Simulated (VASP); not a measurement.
# FeSb: U from linear response, part 3 of 3

Wanted: U by linear response. The start is a cell from a database of measured crystal structures.

VASP 6.6.1, plane waves and PAW; the level of theory is named at each step.

Still holding for the runs below: The magnetic state follows from one typed start and may not be the lowest. The k-mesh is coarse for a metal.

So far. Step 8 (Shifted potential, relaxed density, alpha 0.1): The run ends at a pressure of -9.11 GPa, with forces up to 0.039 eV/Å.

The database entry behind the starting cell differs from later determinations by our own check (0.1 to 0.3 % short, probably kX units), so it need not match the best structure at ambient conditions.

**9. Shifted potential, frozen density, alpha 0.2**

Level of this step: PBEsol, with a shift of one shell's potential, spin-polarised from a ferromagnetic start; plane waves and PAW (Fe, Fe, Sb) (VASP).

INCAR

```
SYSTEM = FeSb
PREC = Accurate
ENCUT = 350
EDIFF = 1E-06
NELM = 150
ISMEAR = 0
SIGMA = 0.05
LREAL = .FALSE.
ALGO = Normal
GGA = PS
NBANDS = 21
ISPIN = 2
MAGMOM = 3 3 0 0
LMAXMIX = 4
LORBIT = 11
LWAVE = .FALSE.
LCHARG = .FALSE.
KPAR = 2
AMIX = 0.2
BMIX = 1E-04
AMIX_MAG = 0.8
BMIX_MAG = 1E-04
LDAU = .TRUE.
LDAUTYPE = 3
LDAUL = 2 -1 -1
LDAUU = 0.2 0 0
LDAUJ = 0.2 0 0
ICHARG = 11
```

POSCAR

```
FeSb
1.0
    4.0600000000      0.0000000000      0.0000000000
   -2.0300000000      3.5160631394      0.0000000000
    0.0000000000      0.0000000000      5.1300000000
Fe Fe Sb
1 1 2
Direct
    0.0000000000      0.0000000000      0.5000000000
    0.0000000000      0.0000000000      0.0000000000
    0.6666666667      0.3333333333      0.7500000000
    0.3333333333      0.6666666667      0.2500000000
```

KPOINTS

```
Automatic mesh
0
Gamma
4 4 3
0 0 0
```

Potentials, in the order of the species: Fe, Fe and Sb (PBE family, release 64).

The run starts from files that an earlier step left in the folder.

Command:

```console
mpirun -np 2 vasp_std
```

The program printed:

```text
[... set-up lines as in an earlier step ...]
 entering main loop
       N       E                     dE             d eps       ncg     rms          rms(c)
DAV:   1    -0.282339237941E+02   -0.28234E+02   -0.19310E-01  1218   0.261E+00
DAV:   2    -0.282342534436E+02   -0.32965E-03   -0.32965E-03   826   0.466E-01
DAV:   3    -0.282342550096E+02   -0.15659E-05   -0.15659E-05   933   0.265E-02
DAV:   4    -0.282342550443E+02   -0.34773E-07   -0.35142E-07   521   0.474E-03
   1 F= -.28234255E+02 E0= -.28229612E+02  d E =-.928562E-02  mag=     2.9989
```

It took 5.8 s on 2 MPI ranks of Intel Xeon Platinum 8488C (Sapphire Rapids), shared host; peak memory 0.34 GiB.

OUTCAR, selected parts (step 9):

```text
  Total        0.4743408      0.4743408     -1.9059376      0.0000000     -0.0000000      0.0000000
  in kB       10.3776983     10.3776983    -41.6983815      0.0000000     -0.0000000      0.0000000
  external PRESSURE =      -6.9809950 kB  Pullay stress =       0.0000000 kB

 POSITION                                       TOTAL-FORCE (eV/Angst)
 -----------------------------------------------------------------------------------
      0.00000      0.00000      2.56500         0.000000      0.000000      0.000000
      0.00000      0.00000      0.00000         0.000000      0.000000      0.000000
      2.03000      1.17202      3.84750         0.000000      0.000000     -0.436365
     -0.00000      2.34404      1.28250        -0.000000     -0.000000      0.436365
 -----------------------------------------------------------------------------------
    total drift:                               -0.000000      0.000000     -0.000000

  FREE ENERGIE OF THE ION-ELECTRON SYSTEM (eV)
  ---------------------------------------------------
  free  energy   TOTEN  =       -28.2342550443 eV

  energy  without entropy=      -28.2249694274  energy(sigma->0) =      -28.22961224

 magnetization (x)
# of ion       s       p       d       tot
------------------------------------------
    1        0.009   0.003   1.429   1.442
    2        0.011   0.004   1.782   1.796
    3        0.002  -0.077  -0.002  -0.077
    4        0.002  -0.077  -0.002  -0.077
--------------------------------------------------
tot          0.024  -0.145   3.206   3.085

[... 2 parts as in an earlier step ...]

[... 1 further part left out ...]
[key lines of the parts left out:]
E-fermi :   7.7990
```

Spin moment in the PAW sphere by atom:

```csv
atom,spin moment in the PAW sphere (μB)
Fe1,1.44
Fe2,1.80
Sb3,-0.08
Sb4,-0.08
```

Energy at zero smearing: -28.22961 eV.

**10. Shifted potential, relaxed density, alpha 0.2**

Changes to INCAR since step 9:

```diff
@@ -27,2 +27 @@
 LDAUJ = 0.2 0 0
-ICHARG = 11
```

POSCAR is that of step 9.

KPOINTS is that of step 9.

Command:

```console
mpirun -np 2 vasp_std
```

The program printed:

```text
[... set-up lines as in an earlier step ...]
 entering main loop
       N       E                     dE             d eps       ncg     rms          rms(c)
DAV:   1    -0.282333172626E+02   -0.28233E+02   -0.18920E-01  1210   0.257E+00    0.298E+00
DAV:   2    -0.291086403129E+02   -0.87532E+00   -0.77594E+00  1128   0.294E+01    0.150E+01
DAV:   3    -0.282014253226E+02    0.90721E+00   -0.41978E+00  1136   0.215E+01    0.370E-01
DAV:   4    -0.282080620331E+02   -0.66367E-02   -0.34018E-02   806   0.129E+00    0.264E-01
DAV:   5    -0.282080992091E+02   -0.37176E-04   -0.18987E-03  1194   0.383E-01    0.130E-01
DAV:   6    -0.282080821460E+02    0.17063E-04   -0.12276E-04  1086   0.167E-01    0.815E-02
DAV:   7    -0.282080423855E+02    0.39761E-04   -0.11688E-04  1042   0.168E-01    0.437E-02
DAV:   8    -0.282080398371E+02    0.25484E-05   -0.33145E-05   955   0.476E-02    0.172E-02
DAV:   9    -0.282080400656E+02   -0.22859E-06   -0.21729E-06   554   0.158E-02
   1 F= -.28208040E+02 E0= -.28203381E+02  d E =-.931904E-02  mag=     2.9985
```

Run time: 11 s. Hardware: 2 MPI ranks; peak memory 0.35 GiB.

Parts of OUTCAR (step 10):

```text
  Total       -3.8460650     -3.8460650     -5.0870804      0.0000000      0.0000000      0.0000000
  in kB      -84.1447713    -84.1447713   -111.2958875      0.0000000      0.0000000      0.0000000
  external PRESSURE =     -93.1951434 kB  Pullay stress =       0.0000000 kB

 POSITION                                       TOTAL-FORCE (eV/Angst)
 -----------------------------------------------------------------------------------
      0.00000      0.00000      2.56500        -0.000000      0.000000      0.000000
      0.00000      0.00000      0.00000        -0.000000      0.000000      0.000000
      2.03000      1.17202      3.84750         0.000000     -0.000000     -0.079467
     -0.00000      2.34404      1.28250        -0.000000      0.000000      0.079467
 -----------------------------------------------------------------------------------
    total drift:                               -0.000000      0.000000     -0.000000

  FREE ENERGIE OF THE ION-ELECTRON SYSTEM (eV)
  ---------------------------------------------------
  free  energy   TOTEN  =       -28.2080400656 eV

  energy  without entropy=      -28.1987210250  energy(sigma->0) =      -28.20338055

 magnetization (x)
# of ion       s       p       d       tot
------------------------------------------
    1        0.009   0.003   1.566   1.578
    2        0.010   0.005   1.647   1.662
    3        0.002  -0.077  -0.003  -0.077
    4        0.002  -0.077  -0.003  -0.077
--------------------------------------------------
tot          0.024  -0.146   3.208   3.085

[... 2 parts as in an earlier step ...]

[... 1 further part left out ...]
[key lines of the parts left out:]
E-fermi :   7.8314
```

Energy at zero smearing: -28.20338 eV.

The run ends at a pressure of -9.32 GPa, with forces up to 0.079 eV/Å.

**11. Summary**

This step: linear-response U, PBEsol; plane waves and PAW (VASP 6.6.1).

Derived from the runs above.

Numbers from this step:

- bare response: 1.503 e/eV
- screened response: 0.2030 e/eV
- U from linear response: 4.261 eV

The change of the charge in the shell of the shifted atom, thousandths of an electron by potential shift:

```csv
potential shift (eV),frozen density (e),relaxed density (e)
-0.200,-304,-40
-0.100,-156,-21
0.000,0,0
0.100,153,20
0.200,293,41
```

**12. What came out**

| Quantity | Value |
| --- | --- |
| U from linear response | 4.26 eV |
| bare response | 1.50 e/eV |
| screened response | 0.203 e/eV |

**Reading.** Linear response gives U = 4.3 eV for the d shell of Fe. U = 1/χ − 1/χ₀, with χ the screened and χ₀ the bare slope of the shell's charge; in this program a positive shift raises the charge. The charges are printed to three decimals, which adds noise to both slopes. The value belongs to this projector sphere, magnetic state and cell; a small cell changes it, since the images are shifted too. The bare response exceeds the screened one, as it must for a positive U.

[Lines on the potential files, build, host, timing and source positions are cut from VASP's logs without a mark.]

[Logs are printed without paths, hosts, clocks, repeated set-up lines and the standing remarks that a program may print on its own settings, such as how far it seeks lower states.]

[Hosts, paths, dates, database ids (printed as entryN), source tags and the programs' standing remarks are cut or masked in the printed files.]

[In band tables of VASP the shares of atoms and orbitals are scaled to a sum of 1 inside the atoms' spheres.]

[Runs that stopped without an error message from VASP are left out.]
